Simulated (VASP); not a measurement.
Output of a VASP run:

OSZICAR:
```
...
DAV:   1    -0.575766179345E+03   -0.17181E-03   -0.15806E-01  1088   0.984E-01    0.681E-02
RMM:   2    -0.575766462855E+03   -0.28351E-03   -0.36036E-03   920   0.139E-01    0.314E-02
RMM:   3    -0.575766455951E+03    0.69041E-05   -0.25096E-04   921   0.385E-02    0.219E-02
RMM:   4    -0.575766443322E+03    0.12629E-04   -0.93427E-05   848   0.197E-02    0.599E-03
RMM:   5    -0.575766443855E+03   -0.53238E-06   -0.10106E-05   543   0.663E-03
   7 F= -.57576644E+03 E0= -.57576644E+03  d E =-.268173E-01  mag=     1.0000
       N       E                     dE             d eps       ncg     rms          rms(c)
DAV:   1    -0.575771072454E+03   -0.46291E-02   -0.26183E+00   932   0.403E+00    0.271E-01
RMM:   2    -0.575775550986E+03   -0.44785E-02   -0.57159E-02   920   0.560E-01    0.126E-01
RMM:   3    -0.575775338943E+03    0.21204E-03   -0.39522E-03   921   0.155E-01    0.847E-02
RMM:   4    -0.575775133056E+03    0.20589E-03   -0.15509E-03   921   0.780E-02    0.232E-02
RMM:   5    -0.575775141343E+03   -0.82872E-05   -0.16663E-04   901   0.273E-02    0.157E-02
RMM:   6    -0.575775145572E+03   -0.42292E-05   -0.51544E-05   711   0.128E-02
   8 F= -.57577515E+03 E0= -.57577515E+03  d E =-.870172E-02  mag=     1.0000
       N       E                     dE             d eps       ncg     rms          rms(c)
DAV:   1    -0.575775197001E+03   -0.55658E-04   -0.37562E-02  1056   0.482E-01    0.310E-02
RMM:   2    -0.575775261326E+03   -0.64325E-04   -0.80813E-04   920   0.666E-02    0.160E-02
RMM:   3    -0.575775258634E+03    0.26924E-05   -0.57366E-05   780   0.186E-02    0.111E-02
RMM:   4    -0.575775255857E+03    0.27765E-05   -0.19610E-05   545   0.891E-03
   9 F= -.57577526E+03 E0= -.57577526E+03  d E =-.881200E-02  mag=     1.0000
       N       E                     dE             d eps       ncg     rms          rms(c)
DAV:   1    -0.575777385611E+03   -0.21270E-02   -0.10633E+00   932   0.258E+00    0.165E-01
RMM:   2    -0.575779195683E+03   -0.18101E-02   -0.22500E-02   920   0.352E-01    0.818E-02
RMM:   3    -0.575779146702E+03    0.48981E-04   -0.15602E-03   921   0.976E-02    0.567E-02
RMM:   4    -0.575779070024E+03    0.76678E-04   -0.63125E-04   921   0.513E-02    0.165E-02
RMM:   5    -0.575779072092E+03   -0.20680E-05   -0.70120E-05   763   0.175E-02
  10 F= -.57577907E+03 E0= -.57577907E+03  d E =-.381623E-02  mag=     1.0000
       N       E                     dE             d eps       ncg     rms          rms(c)
DAV:   1    -0.575779103634E+03   -0.33610E-04   -0.31142E-02  1072   0.443E-01    0.273E-02
RMM:   2    -0.575779162922E+03   -0.59288E-04   -0.69776E-04   920   0.620E-02    0.162E-02
RMM:   3    -0.575779161945E+03    0.97759E-06   -0.50134E-05   720   0.174E-02    0.117E-02
RMM:   4    -0.575779159577E+03    0.23679E-05   -0.20024E-05   545   0.934E-03
  11 F= -.57577916E+03 E0= -.57577916E+03  d E =-.390372E-02  mag=     1.0000
       N       E                     dE             d eps       ncg     rms          rms(c)
DAV:   1    -0.575779833494E+03   -0.67155E-03   -0.56998E-01   920   0.189E+00    0.123E-01
RMM:   2    -0.575780882662E+03   -0.10492E-02   -0.12393E-02   920   0.261E-01    0.580E-02
RMM:   3    -0.575780870593E+03    0.12068E-04   -0.83995E-04   921   0.721E-02    0.399E-02
RMM:   4    -0.575780836818E+03    0.33775E-04   -0.28327E-04   921   0.355E-02    0.109E-02
RMM:   5    -0.575780838288E+03   -0.14700E-05   -0.31270E-05   639   0.121E-02
  12 F= -.57578084E+03 E0= -.57578084E+03  d E =-.167871E-02  mag=     1.0000
```

**OUTCAR**
```
------------------------ aborting loop because EDIFF is reached ----------------------------------------
  FORCE on cell =-STRESS in cart. coord.  units (eV):
  Direction    XX          YY          ZZ          XY          YZ          ZX
  --------------------------------------------------------------------------------------
  Total       -6.8886749     -3.0118787     -6.3839341      0.0154953      0.0294862     -1.3157894
  in kB      -15.7675237     -6.8939048    -14.6122198      0.0354672      0.0674912     -3.0117172
  external PRESSURE =     -12.4245494 kB  Pullay stress =       0.0000000 kB
  volume of cell :      699.98
      direct lattice vectors                 reciprocal lattice vectors
     9.175847566 -4.806597533  0.000414141     0.054492942 -0.104023688 -0.045716763
     9.175847566  4.806597533  0.000414141     0.054492942  0.104023688 -0.045716763
     6.657642848  0.000000000  7.935700720    -0.000005688  0.000000000  0.126017588
 POSITION                                       TOTAL-FORCE (eV/Angst)
 -----------------------------------------------------------------------------------
     10.67685      0.03845      3.46500         0.007563     -0.010340      0.018007
      4.41249     -0.00686      1.37513         0.000295      0.003084     -0.007583
      1.84522     -0.00337      0.58114        -0.008178     -0.003469      0.008233
      8.10978     -0.00379      2.56642         0.009945     -0.008888      0.008341
     13.96747     -0.00384      7.34786         0.006414     -0.003321      0.001426
      7.72823     -0.00343      5.36332         0.008066      0.004939      0.001446
      5.17411      0.00004      4.54660        -0.004953      0.007329     -0.006118
     11.40041      0.03967      6.44672         0.000530     -0.002955     -0.007288
     15.24511      2.40535      3.37664        -0.016556      0.000169      0.005444
      8.99010      2.40346      1.39347         0.002007      0.000462     -0.001343
      6.43210      2.40391      0.58698         0.004714     -0.000122     -0.006955
     12.68725      2.39879      2.56671        -0.003764      0.006875     -0.015848
     18.57117      2.40120      7.34726         0.004782     -0.014288      0.001099
     12.32729      2.41596      5.36799        -0.007269      0.006146     -0.006711
      9.75247      2.41435      4.54812         0.004366      0.020746     -0.000707
     16.01295      2.39925      6.53620        -0.012869     -0.001884      0.009873
     15.24310     -2.40775      3.38007         0.012258      0.002991     -0.003873
      8.99229     -2.39853      1.39714        -0.004795     -0.007902      0.001012
      6.42947     -2.39920      0.58192         0.000601      0.007316      0.000856
     12.68481     -2.40530      2.56728         0.002826     -0.014210      0.011753
     18.56862     -2.40773      7.34934         0.012233      0.006071     -0.000911
     12.31894     -2.40301      5.36405        -0.002132     -0.007123     -0.001298
      9.76083     -2.40469      4.55032        -0.001524      0.002390     -0.000016
     16.01137     -2.40235      6.53979         0.005019      0.003635     -0.012474
     19.82732      0.00008      3.37710         0.000954      0.008344     -0.006220
     13.57818     -0.00331      1.39757         0.001586      0.002223      0.000288
     11.01097     -0.00728      0.60375        -0.009149      0.008507      0.012688
     17.26802      0.00248      2.56851         0.001680      0.000802      0.001305
     23.16459      0.00234      7.34953        -0.000209      0.007319     -0.006528
     16.90384      0.00039      5.36898         0.013093     -0.012240      0.013849
     14.35048     -0.00193      4.55109         0.000489     -0.005635     -0.002358
     20.60573      0.00111      6.53854        -0.011439      0.010160      0.001232
      4.78045     -0.93483      2.97330         0.009749      0.000922     -0.015152
      5.17246      1.66401      1.75335        -0.002739     -0.005377     -0.005168
      7.71066      0.93847      0.98993         0.003933     -0.002835     -0.003002
      6.84133      0.73244      3.73887        -0.009793      0.002886      0.000032
      7.32573     -1.66535      2.20928         0.009874     -0.005859     -0.008050
      5.66687     -0.73559      0.21111        -0.003404     -0.006877     -0.000693
      8.11647     -0.93204      6.94019        -0.013092     -0.010648      0.013964
      8.52104      1.65497      5.71864        -0.016077      0.018014      0.014654
     10.16957      0.73722      7.69507        -0.012151     -0.010672     -0.006759
     10.65148     -1.66727      6.16628         0.015557     -0.006754      0.011715
      8.99121     -0.73589      4.20204         0.001436      0.009265      0.004145
      9.37425      1.47226      2.98400        -0.000404      0.008841      0.010017
      9.76554      4.06521      1.76207         0.002196      0.004895     -0.002885
     12.30058      3.33116      0.98851         0.000266     -0.008381     -0.005459
     11.42024      3.11654      3.75213         0.016040      0.017322      0.000941
     11.91121      0.73609      2.21921         0.009827      0.003821      0.013599
     10.25054      1.66394      0.22695        -0.000865     -0.002513      0.001915
     12.70530      1.47509      6.93191         0.001290     -0.014452     -0.019517
     13.09122      4.07235      5.72465         0.008660      0.016229     -0.007815
     15.62451      3.32829      4.95638         0.002507      0.000001      0.001972
     14.75446      3.14044      7.70836        -0.003262     -0.001207     -0.003874
     15.23825      0.73339      6.17666         0.000316     -0.007839      0.000737
     13.56003      1.65721      4.19641        -0.000749      0.007361     -0.004138
      9.37669     -3.33400      2.97398        -0.003025     -0.001992      0.006146
...
```
(Selected blocks of OUTCAR.)

File POSCAR:
```
Al32O47
1
    9.1758475656    -4.8065975332     0.0004141407
    9.1758475656     4.8065975332     0.0004141407
    6.6576428475    -0.0000000000     7.9357007201
Al O
32 47
Direct
  0.4260540000   0.4233280000   0.4227210000
  0.1760000000   0.1760000000   0.1760000000
  0.0740000000   0.0740000000   0.0740000000
  0.3240000000   0.3240000000   0.3240000000
  0.4260000000   0.4260000000   0.9260000000
  0.1760000000   0.1760000000   0.6760000000
  0.0740000000   0.0740000000   0.5740000000
  0.3251740000   0.3177440000   0.8263760000
  0.4260000000   0.9260000000   0.4260000000
  0.1760000000   0.6760000000   0.1760000000
  0.0740000000   0.5740000000   0.0740000000
  0.3240000000   0.8240000000   0.3240000000
  0.4260000000   0.9260000000   0.9260000000
  0.1728910000   0.6745550000   0.6765630000
  0.0726160000   0.5748360000   0.5744920000
  0.3240000000   0.8240000000   0.8240000000
  0.9260000000   0.4260000000   0.4260000000
  0.6760000000   0.1760000000   0.1760000000
  0.5740000000   0.0740000000   0.0740000000
  0.8240000000   0.3240000000   0.3240000000
  0.9260000000   0.4260000000   0.9260000000
  0.6760000000   0.1760000000   0.6760000000
  0.5740000000   0.0740000000   0.5740000000
  0.8240000000   0.3240000000   0.8240000000
  0.9260000000   0.9260000000   0.4260000000
  0.6760000000   0.6760000000   0.1760000000
  0.5740000000   0.5740000000   0.0740000000
  0.8240000000   0.8240000000   0.3240000000
  0.9260000000   0.9260000000   0.9260000000
  0.6760000000   0.6760000000   0.6760000000
  0.5740000000   0.5740000000   0.5740000000
  0.8240000000   0.8240000000   0.8240000000
  0.2220000000   0.0280000000   0.3750000000
  0.0280000000   0.3750000000   0.2220000000
  0.2780000000   0.4720000000   0.1250000000
  0.1250000000   0.2780000000   0.4720000000
  0.4720000000   0.1250000000   0.2780000000
  0.3750000000   0.2220000000   0.0280000000
  0.2220000000   0.0280000000   0.8750000000
  0.0322870000   0.3696930000   0.7176460000
  0.1279510000   0.2783720000   0.9664030000
  0.4732230000   0.1259660000   0.7768770000
  0.3721730000   0.2202790000   0.5335330000
  0.2306550000   0.5264190000   0.3722400000
  0.0280000000   0.8750000000   0.2220000000
  0.2780000000   0.9720000000   0.1250000000
  0.1191720000   0.7816690000   0.4716800000
  0.4748950000   0.6238830000   0.2719090000
  0.3750000000   0.7220000000   0.0280000000
  0.2181750000   0.5310670000   0.8733710000
  0.0280000000   0.8750000000   0.7220000000
  0.2780000000   0.9720000000   0.6250000000
  0.1250000000   0.7780000000   0.9720000000
  0.4720000000   0.6250000000   0.7780000000
  0.3722450000   0.7219840000   0.5298820000
  0.7220000000   0.0280000000   0.3750000000
  0.5280000000   0.3750000000   0.2220000000
  0.7780000000   0.4720000000   0.1250000000
  0.6288100000   0.2742190000   0.4656970000
  0.9720000000   0.1250000000   0.2780000000
  0.8750000000   0.2220000000   0.0280000000
  0.7220000000   0.0280000000   0.8750000000
  0.5246830000   0.3806200000   0.7174630000
  0.7780000000   0.4720000000   0.6250000000
  0.6250000000   0.2780000000   0.9720000000
  0.9720000000   0.1250000000   0.7780000000
  0.8750000000   0.2220000000   0.5280000000
  0.7220000000   0.5280000000   0.3750000000
  0.5280000000   0.8750000000   0.2220000000
  0.7780000000   0.9720000000   0.1250000000
  0.6250000000   0.7780000000   0.4720000000
  0.9720000000   0.6250000000   0.2780000000
  0.8750000000   0.7220000000   0.0280000000
  0.7220000000   0.5280000000   0.8750000000
  0.5280000000   0.8750000000   0.7220000000
  0.7780000000   0.9720000000   0.6250000000
  0.6250000000   0.7780000000   0.9720000000
  0.9720000000   0.6250000000   0.7780000000
  0.8750000000   0.7220000000   0.5280000000
```

Q: Write an INCAR and KPOINTS that could have produced this output.

A: This is not unique; one that fits is the input of the run itself, PBE GGA, plane waves, VASP's PBE PAW potentials (set 64).

### INCAR
```
ALGO  =  Fast
EDIFF  =  1E-5
EDIFFG  =  -0.03
ENCUT  =  400
GGA  =  PE
IBRION  =  2
ISIF  =  2
ISMEAR  =  0
ISPIN  =  2
ISYM  =  0
LASPH  =  .TRUE.
LCHARG  =  .FALSE.
LORBIT  =  10
LREAL  =  Auto
LWAVE  =  .FALSE.
MAGMOM  =  79*0.0127
NELECT  =  379.0
NELM  =  100
NELMIN  =  4
NSW  =  60
NUPDOWN  =  1
PREC  =  Normal
SIGMA  =  0.05
SYSTEM  =  Al32O47
```

KPOINTS:
```
Automatic mesh
0
Gamma
1 1 1
0 0 0
```

POTCAR, in this order: Al O (PBE.64 set). Program: vasp_gam.

At this cut-off the stress carries a Pulay error, which pulls relaxed volumes low. The cell is charged, with a uniform compensating background. The supercell is sampled at Γ alone, which is coarse: total energies, pressure and levels can be off, energies of defects by several tenths of an eV.

The cell is a supercell with a defect, built from Al2O3 (corundum): vac_O, charge -1.
